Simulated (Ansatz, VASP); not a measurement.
## La3Tl in VASP and in Ansatz

The input INCAR:

```
PREC = Accurate ; ENCUT = 520
EDIFF = 1E-6 ; ISMEAR = -1
SIGMA = 0.08 ; LREAL = F
LASPH = T ; NELM = 80
ALGO = Normal ; ISIF = 2
LWAVE = F ; LCHARG = F
GGA = CA ; NBANDS = 31
```

The input KPOINTS:

```
Automatic mesh
0
Gamma
  8 8 8
```

The input POSCAR:

```
La3Tl
1.0
    5.1592408815      0.0000000000      0.0000000000
    0.0000000000      5.1592408815      0.0000000000
    0.0000000000      0.0000000000      5.1592408815
La Tl
3 1
Direct
    0.0000000000      0.5000000000      0.5000000000
    0.5000000000      0.0000000000      0.5000000000
    0.5000000000      0.5000000000      0.0000000000
    0.0000000000      0.0000000000      0.0000000000
```

Input for Ansatz:

```yaml
crystal:
  lattice:
    - [5.1592408815, 0.0, 0.0]
    - [0.0, 5.1592408815, 0.0]
    - [0.0, 0.0, 5.1592408815]
  atoms:
    - { symbol: La, position: [0.0, 0.5, 0.5] }
    - { symbol: La, position: [0.5, 0.0, 0.5] }
    - { symbol: La, position: [0.5, 0.5, 0.0] }
    - { symbol: Tl, position: [0.0, 0.0, 0.0] }
kpoints:
  mp_grid: { grid: [8, 8, 8] }
  band_path:
    path:
      - [0.0, 0.0, 0.0]
      - [0.0, 0.5, 0.0]
      - [0.5, 0.5, 0.0]
      - [0.0, 0.0, 0.0]
      - [0.5, 0.5, 0.5]
      - [0.0, 0.5, 0.0]
      - [0.5, 0.5, 0.5]
      - [0.5, 0.5, 0.0]
    npoints: 5
scf:
  occupations: { method: fermi_dirac, width: 0.08 }
hamiltonian:
  xc: lda
  pseudopotentials: { kind: all_electron, lapw: { basis_error: 0.0005 } }
output:
  forces: true
  stress: true
  eigenvalues: true
```

Change from the starting cell: volume scaled by 1.06.

Alike in both runs: task single point; functional LDA; k mesh 8 × 8 × 8; occupations fermi-dirac, width 0.08 eV; no spin polarisation.

|  | VASP | Ansatz |
| --- | --- | --- |
| version | VASP 6.6.1 | Ansatz 0.2.0 |
| potentials or method | VASP PAW LDA potentials, release 64 (La, Tl_d) | all-electron LAPW, scalar-relativistic |
| plane-wave cutoff (eV) | 520 | see its input |

|  | VASP | Ansatz | Ansatz less VASP |
| --- | --- | --- | --- |
| pressure (GPa) | -5.3 | -5.3 | +0.05 |

Ansatz ran all-electron here, so the differences hold the error of VASP's frozen core and of both bases.

Spin-orbit coupling is left out, which matters for the levels of La, Tl.
